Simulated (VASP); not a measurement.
Calculation: revPBE GGA, VASP's PBE PAW potentials (set 64) (plane waves; VASP).

The input files of a VASP run:

INCAR:
```
! general
SYSTEM  = BaHfO3
PREC    = Accurate
ENCUT   = 520
LREAL   = .FALSE.
LASPH   = .TRUE.

! electronic loop
EDIFF   = 1E-7   ! SCF stop (eV)
NELM    = 100   ! most electronic steps
ALGO    = Normal   ! blocked Davidson
LMAXMIX = 6   ! l cut-off of mixed one-centre charges

! smearing
ISMEAR  = 0   ! Gaussian
SIGMA   = 0.05

! functional
GGA     = RE   ! revPBE

! ions
ISIF    = 2

! output
LWAVE   = .FALSE.
LCHARG  = .FALSE.
```

POSCAR:
```
BaHfO3
8.6181420
  0.4999999789   0.0000000000   0.0000000000
  0.0000000000   0.4999999789   0.0000000000
  0.0000000000   0.0000000000   0.4999999789
Ba Hf O
1 1 3
Cart
  0.0000000000   0.0000000000   0.0000000000
  0.2499999894   0.2499999894   0.2499999894
  0.2499999894   0.0000000000   0.2499999894
  0.0000000000   0.2499999894   0.2499999894
  0.2499999894   0.2499999894   0.0000000000
```

### KPOINTS
```
Automatic mesh
0
Gamma
5 5 5
0 0 0
```

POTCAR, in this order: Ba_sv Hf_pv O (PBE.64 set). Program: vasp_std.

Output

### OSZICAR
```
       N       E                     dE             d eps       ncg     rms          rms(c)
DAV:   1     0.248585846264E+03    0.24859E+03   -0.21054E+04   460   0.157E+03
DAV:   2    -0.356705555945E+02   -0.28426E+03   -0.27654E+03   619   0.353E+02
DAV:   3    -0.487015436812E+02   -0.13031E+02   -0.13014E+02   574   0.757E+01
DAV:   4    -0.489430331072E+02   -0.24149E+00   -0.24138E+00   677   0.967E+00
DAV:   5    -0.489485273040E+02   -0.54942E-02   -0.54941E-02   604   0.956E-01    0.482E+01
DAV:   6    -0.418211901628E+02    0.71273E+01   -0.45664E+01   586   0.369E+01    0.453E+01
DAV:   7    -0.417232608151E+02    0.97929E-01   -0.28262E+00   633   0.102E+01    0.310E+01
DAV:   8    -0.417268323849E+02   -0.35716E-02   -0.68836E-01   586   0.647E+00    0.575E+00
DAV:   9    -0.416972686872E+02    0.29564E-01   -0.17274E-01   565   0.252E+00    0.142E+00
DAV:  10    -0.416978669411E+02   -0.59825E-03   -0.16402E-02   625   0.851E-01    0.801E-01
DAV:  11    -0.416975413074E+02    0.32563E-03   -0.12656E-03   558   0.237E-01    0.295E-01
DAV:  12    -0.416976434963E+02   -0.10219E-03   -0.24050E-04   616   0.109E-01    0.212E-01
DAV:  13    -0.416976587664E+02   -0.15270E-04   -0.51544E-05   584   0.458E-02    0.203E-02
DAV:  14    -0.416976599242E+02   -0.11577E-05   -0.35511E-06   696   0.126E-02    0.469E-03
DAV:  15    -0.416976601482E+02   -0.22406E-06   -0.23436E-06   586   0.107E-02    0.912E-03
DAV:  16    -0.416976601401E+02    0.81436E-08   -0.85802E-08   448   0.186E-03
   1 F= -.41697660E+02 E0= -.41697660E+02  d E =-.184693E-18
```

### OUTCAR
```
------------------------ aborting loop because EDIFF is reached ----------------------------------------
  FORCE on cell =-STRESS in cart. coord.  units (eV):
  Direction    XX          YY          ZZ          XY          YZ          ZX
  --------------------------------------------------------------------------------------
  Total       -3.8522596     -3.8522596     -3.8522596      0.0000000      0.0000000      0.0000000
  in kB      -77.1392183    -77.1392183    -77.1392183      0.0000000      0.0000000      0.0000000
  external PRESSURE =     -77.1392183 kB  Pullay stress =       0.0000000 kB
  volume of cell :       80.01
      direct lattice vectors                 reciprocal lattice vectors
     4.309070818  0.000000000  0.000000000     0.232068593  0.000000000  0.000000000
     0.000000000  4.309070818  0.000000000     0.000000000  0.232068593  0.000000000
     0.000000000  0.000000000  4.309070818     0.000000000  0.000000000  0.232068593
 POSITION                                       TOTAL-FORCE (eV/Angst)
 -----------------------------------------------------------------------------------
      0.00000      0.00000      0.00000         0.000000      0.000000      0.000000
      2.15454      2.15454      2.15454         0.000000      0.000000      0.000000
      2.15454      0.00000      2.15454         0.000000      0.000000      0.000000
      0.00000      2.15454      2.15454         0.000000      0.000000      0.000000
      2.15454      2.15454      0.00000         0.000000      0.000000      0.000000
 -----------------------------------------------------------------------------------
    total drift:                                0.000000     -0.000000     -0.000000
  FREE ENERGIE OF THE ION-ELECTRON SYSTEM (eV)
  ---------------------------------------------------
  free  energy   TOTEN  =       -41.6976601401 eV

  energy  without entropy=      -41.6976601401  energy(sigma->0) =      -41.69766014
```
(Selected blocks of OUTCAR.)

The compound is BaHfO3 in the cubic perovskite structure. This cell is one point of a volume scan, at 1.06 of the reference volume.
